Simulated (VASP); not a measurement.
```xyz
2
Lattice="2.9500 0.0000 0.0000 0.0000 2.9500 0.0000 0.0000 0.0000 2.9500" Properties=species:S:1:pos:R:3 pbc="T T T"
Zn     1.4750     1.4750     1.4750
Cu     0.0000     0.0000     0.0000
```

These are RPBE GGA, VASP's PBE PAW potentials (set 64) (plane waves; VASP 6.6.1) values and carry that method's errors. Run with 520 eV cut-off, 11×11×11 Γ-centred mesh, first-order Methfessel-Paxton smearing of 0.10 eV, potentials Zn Cu.

Energy and stress use the plane-wave basis of the starting cell.

Problem. The ions, cell shape and volume are relaxed. Which structure does the run end with?

Solution. 
```xyz
2
Lattice="3.0034 0.0000 0.0000 0.0000 3.0034 0.0000 0.0000 0.0000 3.0034" Properties=species:S:1:pos:R:3 pbc="T T T"
Zn     1.5017     1.5017     1.5017
Cu     0.0000     0.0000     0.0000
```
Space group Pm-3m (221), at a tolerance of 0.03 Å.

Problem. How do energy and volume change from the first to the last step?

Solution. The energy (σ→0) changes by -13.2 meV/atom and the volume by +5.5 %, in 3 ionic steps.

The compound is CuZn in the CsCl type structure. This run relaxes it. Symmetry was kept, so distortions that lower it aren't found. The electron count is odd and the run is not spin-polarised, which forces a metal.
